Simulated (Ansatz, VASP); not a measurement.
## NbW (W-Nb-Nb-W stack, (111) layers): VASP beside Ansatz

One calculation is typed for both programs; each brings its own data sets. How far apart do they land? Of the first pair: The structure shown is the end of the Ansatz relaxation below.

Method: plane waves, with VASP 6.6.1 beside it; PBEsol, in Ansatz 0.2.0.

### Step 1. The structure

The cell holds 4 atoms: 2 W and 2 Nb. Its edges and angles: a = 2.729 Å, b = 2.729 Å, c = 38.203 Å, α = 90.0°, β = 90.0°, γ = 120.0°. It derives from NbW. Vacuum lies along c. The height across the vacuum is the one that the program set for its solve, not the one typed.

### Step 2. Ansatz: relaxation, PBEsol

Ansatz runs on its PAW soft_1 files.

This run makes the geometry at which the two programs are then compared.

The input, input.yaml:

```yaml
crystal:
  lattice:
    - [2.93997, 0.0, 0.0]
    - [-1.46998, 2.54609, 0.0]
    - [0.0, 0.0, 18.20142]
  atoms:
    - { symbol: W, position: [0.0, 0.0, 0.30217429] }
    - { symbol: Nb, position: [0.33333333, 0.66666667, 0.4340581] }
    - { symbol: Nb, position: [0.66666667, 0.33333333, 0.5659419] }
    - { symbol: W, position: [0.0, 0.0, 0.69782571] }
  periodic: [true, true, false]
kpoints:
  mp_grid: { grid: [9, 9, 1] }
hamiltonian:
  xc: pbesol
  pseudopotentials: { kind: paw, azcp: { folder: soft_1 }, xc_functional: pbe }
scf:
  occupations: { method: gaussian, width: 0.1 }
output:
  forces: true
  stress: true
  eigenvalues: true
relax:
  adjacent_minimum: "off"
  f_tol: 0.05
  max_steps: 80
  cell: { stress_2d_tol: 0.02 }
```

Started as:

```sh
$ ansatz run input.yaml --threads 4 --pin off --max-ram 12288MiB --backend cpu --events-out ev --progress --plain --runs-dir out
```

Numbers of over 12 decimals in the logs are rounded to 6 here.

The log of the run:

```text
Warning: crystal.periodic: the lattice vector that does not repeat stood 0.000° off the slab's normal, 18.201 Å along it as the deck builds it. The run solves the slab on a vector along the normal, 38.203 Å long, with every atom where it was (on the deck's vector they left 11.00 Å outside them, and the widest stretch free of ions among them is 2.40 Å). A fractional position that the run reports is one of the run's ce [...]
The last accepted step is kept in <dir> (removed where the run ends without a failure and the disk answers)
crystal.periodic: the lattice vector that does not repeat stood 0.000° off the slab's normal, 18.201 Å along it as the deck builds it. The run solves the slab on a vector along the normal, 38.203 Å long, with every atom where it was (on the deck's vector they left 11.00 Å outside them, and the widest stretch free of ions among them is 2.40 Å). A fractional position that the run reports is one of the run's cell, which [...]
Engine: ansatz 0.2.0, aarch64-unknown-linux-gnu
Pseudopotentials: kind: paw
Pseudopotential: W, paw, valence charge 14, recommended cutoff 420 eV (normal), soft_1/W.paw.azcp
Pseudopotential: Nb, paw, valence charge 13, recommended cutoff 420 eV (normal), soft_1/Nb.paw.azcp
Functional definition: PBEsol
  exchange = pbesol_x
  correlation = pbesol_c
Crystal: 4 atoms, lattice volume = 285.965 Å³
Basis set: ecut = 420 eV, 5503 PW (Γ), exchange–correlation on 40×40×512 points (8 copies of the dense FFT grid, shifted against one another)
Bands: 33, of which v1, the nominal top of the filled ones, is band 27 counted from 1 (26 counted from 0)
Symmetry: 12 space group operations
Space group: P-3m1 (ITA 164), of the structure as read, at distance tolerance 6.6e-5 Å
k-points: 12 of 81
Non-local potential: W, projectors of the file, l = 0: 3, l = 1: 2, l = 2: 2, l = 3: 1
Non-local potential: Nb, projectors of the file, l = 0: 3, l = 1: 2, l = 2: 2, l = 3: 1
PAW form: soft (Blöchl's): semilocal exchange-correlation on the pseudo side does not see the compensation charge
PAW frozen core: W, regenerated for the run's functional, and the local potential with it (the file was generated under x = pbe(κ = 0.804, μ = 0.219515), c = pbe(β = 0.066725))
PAW frozen core: Nb, regenerated for the run's functional, and the local potential with it (the file was generated under x = pbe(κ = 0.804, μ = 0.219515), c = pbe(β = 0.066725))
PAW one-centre angular grid: W, 590 points (default); XC on 64 Gauss nodes
PAW one-centre angular grid: Nb, 590 points (default); XC on 64 Gauss nodes
Initial density: superposition of atomic densities (neutral atoms: chi_scale 0, normalization atom)
Initial wavefunctions: pseudopotential atomic-orbital guess
Functional: x = pbesol(κ = 0.804, μ = 0.123457), c = pbesol(β = 0.046)
[...]
SCF iter   3: F=—  HF=-29502.081643 eV  |F-HF|=—  |Δ(HF+E_count)|=   8.88e-4  Δρ=4.08e-4  dr2=2.39e-3  ethr=4.08e-6  ⟨swp⟩=5.1  Hψ=1232  notcnv=0
SCF iter   4: F=—  HF=-29502.081527 eV  |F-HF|=—  |Δ(HF+E_count)|=   1.16e-4  Δρ=9.22e-5  dr2=2.88e-5  ethr=4.08e-6  ⟨swp⟩=3.3  Hψ=735  notcnv=0
SCF iter   5: F=—  HF=-29502.081545 eV  |F-HF|=—  |Δ(HF+E_count)|=   1.72e-5  Δρ=2.19e-5  dr2=3.65e-6  ethr=5.34e-8  ⟨swp⟩=4.4  Hψ=1035  notcnv=0
SCF iter   6: F=—  HF=-29502.081764 eV  |F-HF|=—  |Δ(HF+E_count)|=   2.20e-4  Δρ=6.94e-6  dr2=2.66e-7  ethr=6.76e-9  ⟨swp⟩=3.8  Hψ=899  notcnv=0
SCF iter   7: F=—  HF=-29502.081765 eV  |F-HF|=—  |Δ(HF+E_count)|=   1.76e-7  Δρ=2.05e-6  dr2=2.40e-8  ethr=4.93e-10  ⟨swp⟩=3.4  Hψ=846  notcnv=0
SCF iter   8: F=—  HF=-29502.081765 eV  |F-HF|=—  |Δ(HF+E_count)|=   2.43e-9  Δρ=5.53e-7  dr2=1.22e-9  ethr=4.45e-11  ⟨swp⟩=3.6  Hψ=900  notcnv=0
SCF iter   9: F=—  HF=-29502.081765 eV  |F-HF|=—  |Δ(HF+E_count)|=   1.51e-8  Δρ=1.53e-7  dr2=3.70e-11  ethr=2.26e-12  ⟨swp⟩=4.1  Hψ=980  notcnv=0
SCF iter  10: F=—  HF=-29502.081765 eV  |F-HF|=—  |Δ(HF+E_count)|=   1.42e-9  Δρ=3.63e-8  dr2=2.97e-12  ethr=1.00e-12  ⟨swp⟩=2.3  Hψ=487  notcnv=0
SCF iter  11: F=-29502.081765 eV  HF=-29502.081765 eV  |F-HF|=1.82e-11  |Δ(HF+E_count)|=  3.27e-10  Δρ=1.54e-8  dr2=1.17e-12  ethr=1.00e-12  ⟨swp⟩=19.7  Hψ=3251  notcnv=0
SCF 7 converged in 11 iterations: F = -29502.081765 eV  dr2 = 1.17e-12
relax step   7: F+E_penalty+E_count = -29502.08176469 eV  Δ(F+E_penalty+E_count) = -1.564e-3 eV  max|allowed force component| = 2.920e-3 eV/Å  Δτ_max = 0.0085 Å  P = -0.032 N/m  Ω = 246.460 Å³  energy of the carried Pulay correction = +2.307e-3 eV  fix = [c, alpha, beta]  reactions: c -0.000 N/m  (11 SCF iters, accepted)
[...]
relax step   8: F+E_penalty+E_count = -29502.08177006 eV  Δ(F+E_penalty+E_count) = -5.374e-6 eV  max|allowed force component| = 1.049e-4 eV/Å  Δτ_max = 0.0009 Å  P = -0.001 N/m  Ω = 246.448 Å³  energy of the carried Pulay correction = +2.307e-3 eV  fix = [c, alpha, beta]  reactions: c -0.000 N/m  (6 SCF iters, dr2 threshold 8.51e-10 eV, accepted)
[...]
relax step   9: F+E_penalty+E_count = -29502.08014528 eV  Δ(F+E_penalty+E_count) = +1.625e-3 eV  max|allowed force component| = 1.546e-4 eV/Å  Δτ_max = 0.0000 Å  P = -0.018 N/m  Ω = 246.448 Å³  fix = [c, alpha, beta]  reactions: c -0.000 N/m  stress off target by 1.84e-2 N/m on what of the cell is left free  SCF on the basis re-selected at this cell (its energy is not comparable with the rows above)  (7 SCF iters)
basis re-selected at this cell: Δ(F+E_penalty+E_count) = +1.625e-3 eV, ΔP = -0.017 N/m vs the last step (what re-selecting the basis moved, of the pressure what is left beyond the Pulay correction that the steps carried, after the strain that the cell walked since its last selection, with what the two solves' SCF thresholds leave and, on support functions, any second-order correction that the steps lacked; it is no m [...]
SCF converged after 7 iterations
Free energy (F): -29502.080145 eV
Harris-Foulkes:  -29502.080145 eV  (|F-HF|=4.73e-11)
Internal energy: -29502.058796 eV  (E = F + TS)
E sigma→0 (E₀):  -29502.069471 eV
Entropy (-TS):   -0.021349 eV (-5.337 meV/atom)
Fermi energy:    -5.471137 eV
--- Per-component energies (eV) ---
  E_band       = -1680.427074
  E_kinetic    = 1593.306435
  E_local      = -252807.025624  (includes V_loc(G=0)·N_el)
  E_nonlocal   = 150.237044
  E_hartree    = 125406.017572
  E_xc         = -859.662901
  E_vxc        = -860.587728  (∫ρ·V_xc dr)
  E_paw        = -22956.219357  (= ΣΔE_a)
  E_vpaw       = -568.392694  (= ΣTr[D̂ρ^β])
  E_aug_tail   = 0.000382  (compensation charges beyond the density's cutoff)
  E_ewald      = 119970.466519
  E_core_change = 0.821135  (= ΣΔE_core)
  E_smearing   = -0.021349  (= −TS)
  E_closure    = 0.000000  (closes the sum)
  Σ components = -29502.080145   (vs F -29502.080145, Δ=0.00e0)
--- Forces (eV/Å), atoms counted from 1 ---
  atom   1  W     -0.00000000    -0.00000000    -0.00008343
  atom   2  Nb    -0.00000000     0.00000000     0.00015461
  atom   3  Nb     0.00000000    -0.00000000    -0.00015461
  atom   4  W      0.00000000     0.00000000     0.00008343
  max |Σ_I F_I| component: 2.31e-18 eV/Å
--- 2D stress c σ (N/m, compression-positive) ---
       -0.018361      -0.000000      -0.000000
       -0.000000      -0.018361      -0.000000
        0.000000       0.000000       0.000000
  P = ½ c Tr σ = -0.0184 N/m
--- Band table (eV; the first three rows and the last of 12) ---
  k-point 0: bands = [... 23 lower, -5.6494, -5.6413, -5.6413, -5.6235, -5.6235, -5.1748, -5.0914, -5.0914, ... 2 higher]
  k-point 1: bands = [... 23 lower, -6.1621, -6.1008, -6.0171, -5.7815, -5.3747, -5.3123, -5.1423, -5.1243, ... 2 higher]
  k-point 2: bands = [... 23 lower, -6.6964, -6.6397, -6.5150, -6.3673, -5.6341, -4.9388, -3.8596, -3.8322, ... 2 higher]
  k-point 11: bands = [... 23 lower, -6.4493, -6.4493, -6.4052, -6.4052, -6.1256, -6.1256, -4.3598, -4.1699, ... 2 higher]
--- Relaxed structure (8 steps of the walk, 7 accepted, 1 SCFs on fresh bases) ---
  F+E_penalty+E_count = -29502.08014528 eV   max|allowed force component| = 1.546e-4 eV/Å   (the final SCF, on the basis selected at the relaxed cell)
  cell:  # Å, volume = 246.4484 Å³
    - [2.729291, -2.6798853962525555e-6, 0.0]
    - [-1.364643, 2.363637, 0.0]
    - [0.0, 0.0, 38.202835]
  atoms:
    - { symbol: W, position: [0, 0, 0.136849] }
    - { symbol: Nb, position: [0.333333, 0.666667, 0.203040] }
    - { symbol: Nb, position: [0.666667, 0.333333, 0.273402] }
    - { symbol: W, position: [0, 0, 0.339592] }
```

Reading the cycles: dr2 is the Hartree energy of the density residual (eV), the measure of convergence; HF is the Harris–Foulkes estimate of the energy, which meets the free energy F at convergence.

### Step 3. VASP: single point, PBEsol, relaxed cell, pair 1

The same cell, functional, mesh and smearing now go to VASP, with its own data sets.

Lines of VASP's logs that name or quote its potential files are left out, and so is its time.

The input, INCAR:

```
SYSTEM = NbW
PREC = Accurate
ENCUT = 520
EDIFF = 1E-06
NELM = 120
ISMEAR = 0
SIGMA = 0.1
LREAL = .FALSE.
ALGO = Normal
GGA = PS
NBANDS = 25
LASPH = .TRUE.
LORBIT = 11
LWAVE = .FALSE.
LCHARG = .FALSE.
ISIF = 2
LDIPOL = .TRUE.
IDIPOL = 3
DIPOL = 0.5 0.5 0.238
LVHAR = .TRUE.
GGA_COMPAT = .FALSE.
NELMDL = -8
KPAR = 2
```

The input, POSCAR:

```
NbW
1.0
    2.7292910701     -0.0000026799      0.0000000000
   -1.3646432142      2.3636367410      0.0000000000
    0.0000000000      0.0000000000     38.2028353380
W Nb
2 2
Direct
    0.0000000000      0.0000000000      0.1368491732
    0.0000000000      0.0000000000      0.3395924270
    0.3333333333      0.6666666667      0.2030395976
    0.6666666667      0.3333333333      0.2734020025
```

The input, KPOINTS:

```
Automatic mesh
0
Gamma
9 9 1
0 0 0
```

The projector-augmented-wave data sets are W and Nb_sv (PBE family, release 64).

Started as:

```sh
$ mpirun -np 2 vasp_std
```

The log of the run:

```text
[banner, memory and clock lines left out]
running    2 mpi-ranks, on    1 nodes
 distrk:  each k-point on    1 cores,    2 groups
 distr:  one band on    1 cores,    1 groups

 POSCAR found type information on POSCAR W Nb
 POSCAR found :  2 types and       4 ions
|                                                                             |
|               ----> ADVICE to this user running VASP <----                  |
|                                                                             |
|     You enforced a specific xc type in the INCAR file but a different       |
|     [... a line on the potential file left out ...]
|     I HOPE YOU KNOW WHAT YOU ARE DOING!                                     |
|                                                                             |

 LDA part: xc-table for (Slater+PW92), standard interpolation
 POSCAR, INCAR and KPOINTS ok, starting setup
 FFT: planning ... GRIDC
 FFT: planning ... GRID_SOFT
 FFT: planning ... GRID
 WAVECAR not read
 entering main loop
       N       E                     dE             d eps       ncg     rms          rms(c)
DAV:   1     0.310351171792E+03    0.31035E+03   -0.19013E+04   776   0.125E+03
DAV:   2    -0.130414095626E+02   -0.32339E+03   -0.31449E+03   818   0.406E+02
DAV:   3    -0.456562412143E+02   -0.32615E+02   -0.31436E+02  1030   0.999E+01
DAV:   4    -0.487333447253E+02   -0.30771E+01   -0.30370E+01   925   0.295E+01
DAV:   5    -0.488895590842E+02   -0.15621E+00   -0.14997E+00  1048   0.582E+00
DAV:   6    -0.488966646369E+02   -0.71056E-02   -0.53190E-02   992   0.973E-01
DAV:   7    -0.488988462646E+02   -0.21816E-02   -0.17493E-02   951   0.191E-01
DAV:   8    -0.488989047646E+02   -0.58500E-04   -0.58111E-04  1072   0.405E-02    0.268E+01
DAV:   9    -0.563501861993E+02   -0.74513E+01   -0.97866E+01   925   0.316E+01    0.162E+01
DAV:  10    -0.709837282002E+02   -0.14634E+02   -0.33160E+02   998   0.534E+01    0.227E+01
DAV:  11    -0.449626112958E+02    0.26021E+02   -0.12929E+02   941   0.390E+01    0.489E+00
DAV:  12    -0.455391443664E+02   -0.57653E+00   -0.99624E+00   820   0.130E+01    0.294E+00
DAV:  13    -0.455943899554E+02   -0.55246E-01   -0.94922E-01   980   0.532E+00    0.192E+00
DAV:  14    -0.455856324047E+02    0.87576E-02   -0.12804E-01   862   0.193E+00    0.777E-01
[...]
DAV:  21    -0.455801663897E+02   -0.59735E-04   -0.82373E-06   650   0.106E-02    0.660E-03
DAV:  22    -0.455801825517E+02   -0.16162E-04   -0.25298E-06   586   0.110E-02    0.229E-03
DAV:  23    -0.455801948777E+02   -0.12326E-04   -0.62443E-07   498   0.762E-03    0.239E-03
DAV:  24    -0.455802021857E+02   -0.73080E-05   -0.20017E-07   474   0.297E-03    0.133E-03
DAV:  25    -0.455802125575E+02   -0.10372E-04   -0.36255E-07   490   0.264E-03    0.105E-03
DAV:  26    -0.455802141998E+02   -0.16423E-05   -0.55984E-08   426   0.194E-03    0.388E-04
DAV:  27    -0.455802158795E+02   -0.16797E-05   -0.48141E-08   386   0.139E-03    0.761E-04
DAV:  28    -0.455802165474E+02   -0.66789E-06   -0.22673E-08   378   0.140E-03
   1 F= -.45580217E+02 E0= -.45569672E+02  d E =-.210895E-01
```

Parts of OUTCAR (step 3):

```text
ion  position               nearest neighbor table
   1  0.000  0.000  0.137-   3 2.98   3 2.98   3 2.98
   2  0.000  0.000  0.340-   4 2.98   4 2.98   4 2.98
   3  0.333  0.667  0.203-   1 2.98   1 2.98   1 2.98
   4  0.667  0.333  0.273-   2 2.98   2 2.98   2 2.98

  LATTYP: Found a hexagonal cell.
 ALAT       =     2.7292910701
 C/A-ratio  =    13.9973474271

 Subroutine GETGRP returns: Found 12 space group operations
 (whereof  6 operations were pure point group operations)

The static configuration has the point symmetry C_3v.
 The point group associated with its full space group is D_3d.

 Found     12 irreducible k-points:

   k-points           NKPTS =     12   k-points in BZ     NKDIM =     12   number of bands    NBANDS=     25

   dimension x,y,z NGX =    20 NGY =   20 NGZ =  288
   dimension x,y,z NGXF=    40 NGYF=   40 NGZF=  576

   ENCUT  =  520.0 eV  38.22 Ry    6.18 a.u.   5.07  5.07 71.03*2*pi/ulx,y,z

   NELECT =      38.0000    total number of electrons

 k-points in reciprocal lattice and weights: Automatic mesh
   0.00000000  0.00000000  0.00000000       0.012
   0.11111111  0.00000000  0.00000000       0.074
   0.22222222  0.00000000  0.00000000       0.074
   0.33333333  0.00000000  0.00000000       0.074
   0.44444444  0.00000000  0.00000000       0.074
   0.11111111  0.11111111  0.00000000       0.074
   0.22222222  0.11111111  0.00000000       0.148
   0.33333333  0.11111111  0.00000000       0.148
   0.44444444  0.11111111  0.00000000       0.074
   0.22222222  0.22222222  0.00000000       0.074
   0.33333333  0.22222222  0.00000000       0.148
   0.33333333  0.33333333  0.00000000       0.025

 dipolmoment           0.000000      0.000000      0.000000 electrons x Angstroem

 average (electrostatic) potential at core
       1 -46.3444       2 -46.3444       3 -89.2340       4 -89.2340

 E-fermi :  -1.3411

 k-point     1 :       0.0000    0.0000    0.0000
  band No.  band energies     occupation
    ...
     16      -1.5066      1.98070
     17      -1.4988      1.97425
     18      -1.4988      1.97425
     19      -1.4810      1.95203
     20      -1.4810      1.95203
     21      -1.0337      0.00001
     22      -0.9513      0.00000
     23      -0.9513      0.00000
     24      -0.8424      0.00000
     25      -0.8424      0.00000

 k-point     2 :       0.1111    0.0000    0.0000
  band No.  band energies     occupation
    ...
     15      -2.8602      2.00000
     16      -2.0178      2.00000
     17      -1.9538      2.00000
     18      -1.8766      2.00000
     19      -1.6417      1.99998
     20      -1.2353      0.13433
     21      -1.1729      0.01735
     22      -0.9989      0.00000
     23      -0.9808      0.00000
     24      -0.4650      0.00000
    ...

 k-point     3 :       0.2222    0.0000    0.0000
  band No.  band energies     occupation
    ...
     16      -2.5591      2.00000
     17      -2.4979      2.00000
     18      -2.3791      2.00000
     19      -2.2301      2.00000
     20      -1.5022      1.97728
     21      -0.8057      0.00000
     22       0.2820      0.00000
     23       0.3065      0.00000
     24       0.3476      0.00000
     25       0.6793      0.00000

  Total       -0.6751972     -0.6751972     -0.3204136      0.0000000      0.0000000      0.0000000
  in kB       -4.3895025     -4.3895025     -2.0830300      0.0000000      0.0000000      0.0000000
  external PRESSURE =      -3.6206783 kB  Pullay stress =       0.0000000 kB

  energy-cutoff  :      520.00
  volume of cell :      246.45
      direct lattice vectors                 reciprocal lattice vectors
     2.729291070 -0.000002680  0.000000000     0.366395720  0.211538188  0.000000000
    -1.364643214  2.363636741  0.000000000     0.000000415  0.423077095  0.000000000
     0.000000000  0.000000000 38.202835338     0.000000000  0.000000000  0.026176068

 POSITION                                       TOTAL-FORCE (eV/Angst)
 -----------------------------------------------------------------------------------
      0.00000      0.00000      5.22803         0.000000      0.000000      0.050113
      0.00000      0.00000     12.97339         0.000000      0.000000     -0.050113
      0.00000      1.57576      7.75669         0.000000     -0.000000     -0.040641
      1.36465      0.78788     10.44473        -0.000000      0.000000      0.040641
 -----------------------------------------------------------------------------------
    total drift:                               -0.000000     -0.000000      0.000025

  FREE ENERGIE OF THE ION-ELECTRON SYSTEM (eV)
  ---------------------------------------------------
  free  energy   TOTEN  =       -45.5802165474 eV

  energy  without entropy=      -45.5591270881  energy(sigma->0) =      -45.56967182

 vacuum level on the upper side and lower side of the slab         4.150         4.150

 total charge
# of ion       s       p       d       tot
------------------------------------------
    1        0.703   0.516   4.119   5.339
    2        0.703   0.516   4.119   5.339
    3        2.242   6.011   2.589  10.842
    4        2.242   6.011   2.589  10.842
--------------------------------------------------
tot          5.890  13.054  13.417  32.362

[... 3 further parts left out ...]
```

The data set W keeps the semicore shell frozen, which is cheaper and a little less accurate.

### Step 4. Differences

Known differences besides the potentials themselves: Ansatz cuts the interaction across the vacuum, VASP repeats the sheet with a dipole correction (LDIPOL); the data sets hold 54 valence electrons in Ansatz (on its PAW soft_1 files) and 38 in VASP; the cutoff is 420 eV in Ansatz and 520 eV in VASP; Ansatz makes its cores anew for this functional, VASP keeps those of its PBE data sets. Total energies have different zeros and are not compared.

Forces (eV/Å; atoms numbered as in POSCAR):

| atom | Ansatz x, y, z | VASP x, y, z |
| --- | --- | --- |
| W1 | 0.000, 0.000, 0.000 | 0.000, 0.000, 0.050 |
| W2 | 0.000, 0.000, 0.000 | 0.000, 0.000, -0.050 |
| Nb3 | 0.000, 0.000, 0.000 | 0.000, 0.000, -0.041 |
| Nb4 | 0.000, 0.000, 0.000 | 0.000, 0.000, 0.041 |

The forces differ by 26 meV/Å r.m.s., where the r.m.s. force is 0.000 eV/Å in Ansatz and 0.026 eV/Å in VASP: the atoms lie near their places of rest in Ansatz, so a percentage would say little (all taken over all components). Where the cell holds vacuum, a pressure given here is an average over it and none of the material.

(Continued in part 2 of 2.)

[Lines on the potential files, build, host, timing and source positions are cut from VASP's logs without a mark.]

[Logs are printed without paths, hosts, clocks, repeated set-up lines and the standing remarks that a program may print on its own settings, such as how far it seeks lower states.]

[Hosts, paths, dates, database ids (printed as entryN), source tags and the programs' standing remarks are cut or masked in the printed files.]
